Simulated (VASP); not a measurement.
A VASP calculation is set up with these files.

**KPOINTS**
```
Automatic mesh
0
Gamma
5 5 3
0 0 0
```

**POSCAR**
```
LaTe2
4.464880
  1.0000000000   0.0000000000   0.0000000000
  0.0000000000   1.0000000000   0.0000000000
  0.0000000000   0.0000000000   2.0140474100
Te La
4 2
Cartesian
  0.0000000000   0.0000000000   0.0000000000
  0.5000000000   0.5000000000   0.0000000000
  0.5000000000   0.0000000000   1.2849622476
  0.0000000000   0.5000000000   0.7290851624
  0.5000000000   0.0000000000   0.5538630378
  0.0000000000   0.5000000000   1.4601843723
```

**INCAR**
```
SYSTEM = LaTe2
PREC = Accurate
ENCUT = 300
EDIFF = 1E-6
NELM = 100
ALGO = Normal
LREAL = .FALSE.
LASPH = .TRUE.
ISMEAR = -1
SIGMA = 0.136
GGA = PS
LMAXMIX = 6
LWAVE = .FALSE.
LCHARG = .FALSE.
ISIF = 2
```

POTCAR, in this order: Te La (PBE.64 set). Program: vasp_std.

Q: Write an equivalent input for Ansatz.

A: One equivalent input (not run):
Ansatz 0.2 input:
```yaml
crystal:
  lattice:
    - [4.4648800, 0.0000000, 0.0000000]
    - [0.0000000, 4.4648800, 0.0000000]
    - [0.0000000, 0.0000000, 8.9924800]
  atoms:
    - { symbol: Te, position: [0.0000000, 0.0000000, 0.0000000] }
    - { symbol: Te, position: [0.5000000, 0.5000000, 0.0000000] }
    - { symbol: Te, position: [0.5000000, 0.0000000, 0.6380000] }
    - { symbol: Te, position: [0.0000000, 0.5000000, 0.3620000] }
    - { symbol: La, position: [0.5000000, 0.0000000, 0.2750000] }
    - { symbol: La, position: [0.0000000, 0.5000000, 0.7250000] }
kpoints:
  mp_grid: { grid: [5, 5, 3] }
hamiltonian:
  xc: pbesol
  pseudopotentials: { kind: paw }
scf:
  occupations: { method: fermi_dirac, width: 0.136 }
  max_iter: 100
output: { forces: true, stress: true, eigenvalues: true }
```
The two are equivalent in intent, not identical: each code has its own PAW files, so the cut-off isn't converted (ENCUT is set for VASP's; basis.ecutwfc is left out, and Ansatz then takes the one that its files recommend); Ansatz stops its SCF on the density residual and VASP on the energy change (EDIFF).

The structure comes from a measured LaTe2 entry of the Crystallography Open Database, whose conditions weren't checked. The cell was not relaxed at this level, and its volume differs by -5.9 % from the start's.
